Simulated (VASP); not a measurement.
Crystal: BeCdO2.

```
Be Cd O
1.0
     3.19558    0.00000    0.00000
    -1.59779    2.76746    0.00000
     0.00000    0.00000    6.77171
Be Cd O
1 1 2
Direct
  0.00000 0.00000 0.20388
  0.00000 0.00000 0.69941
  0.33333 0.66667 0.31345
  0.66667 0.33333 0.31345
```

The cell was built by a generator and needn't be a form met in nature.

```yaml
Program: VASP 6.6.1
Task: relaxation of cell and atoms
Functional: PBE
Potentials_or_basis: VASP PAW PBE potentials, release 64 (Be, Cd, O)
Cutoff: 520 eV
k_mesh: 6 × 6 × 3
Occupations: gaussian, width 0.15 eV
Spin: no spin polarisation
```

At the start: pressure 4.9 GPa; volume 14.97 Å³/atom.

Task: Where does the relaxation end?

Result: Over 15 steps the energy falls by 363.2 meV/atom and the volume is 16.15 Å³/atom (+7.9 %); space group P6mm (No. 183, to 0.05 Å).

The path:
| step | energy change (eV) | largest force (eV/Å) | pressure (GPa) | volume (Å³) |
| --- | --- | --- | --- | --- |
| 1 | 0.0000 | 3.0561 | 4.86 | 59.89 |
| 2 | -0.9484 | 1.9386 | -3.29 | 63.67 |
| 3 | -1.0439 | 1.4182 | -5.31 | 65.01 |
| 4 | -1.3040 | 0.5617 | -0.47 | 60.57 |
| 5 | -1.3312 | 0.4526 | 1.90 | 58.81 |
| 6 | -1.3313 | 0.4549 | 2.28 | 58.64 |
| 7 | -1.3741 | 0.3937 | 1.04 | 59.83 |
| 8 | -1.3977 | 0.3233 | -0.76 | 61.63 |
| 9 | -1.4249 | 0.3321 | 0.95 | 61.62 |
| 10 | -1.4265 | 0.3520 | 1.37 | 61.60 |
| 11 | -1.4469 | 0.2152 | 0.02 | 63.56 |
| 12 | -1.4496 | 0.1688 | -0.26 | 64.25 |
| 13 | -1.4496 | 0.0850 | -1.07 | 65.65 |
| 14 | -1.4505 | 0.1258 | -0.68 | 64.95 |
| 15 | -1.4530 | 0.0081 | 0.38 | 64.61 |

Final structure:
```cif
data_structure
_symmetry_space_group_name_H-M 'P 1'
_symmetry_Int_Tables_number 1
_cell_length_a 3.3322
_cell_length_b 3.3322
_cell_length_c 6.7190
_cell_angle_alpha 90.000
_cell_angle_beta 90.000
_cell_angle_gamma 120.000
_cell_volume 64.61
loop_
_atom_site_label
_atom_site_type_symbol
_atom_site_fract_x
_atom_site_fract_y
_atom_site_fract_z
_atom_site_occupancy
Be1 Be 0.00000 0.00000 0.26208 1
Cd1 Cd 0.00000 0.00000 0.73994 1
O1 O 0.33333 0.66667 0.26408 1
O2 O 0.66667 0.33333 0.26408 1
```

Caveat: the k mesh is coarse (spacing up to 0.38 Å⁻¹), so the values aren't converged.
